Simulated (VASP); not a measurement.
Input:

```
CELL_PARAMETERS angstrom
      0.00000     2.24797     2.24797
      2.24797     0.00000     2.24797
      2.24797     2.24797     0.00000
ATOMIC_POSITIONS crystal
  Ga 0.00000 0.00000 0.00000
  N  0.75000 0.75000 0.75000
```

Calculation: PBEsol GGA, VASP's PBE PAW potentials (set 64) (plane waves; VASP). Settings: 520 eV cut-off, 18×18×18 Γ-centred mesh, Gaussian smearing of 0.010 eV, potentials Ga_d N.

### Question
Predict the energy per atom (σ→0), band gap (on the k-mesh) with the smallest direct gap where there is one.

### Answer

```json
{
  "band gap (on the k-mesh)": "1.73 eV",
  "smallest direct gap (on the k-mesh)": "1.73 eV",
  "energy per atom (σ→0)": "-6.561 eV/atom"
}
```

The absolute energy has meaning only against runs of the same code, potentials and settings.

The structure comes from a computed database's GaN entry (F-43m); how it stands against other phases isn't given here. It was relaxed first.
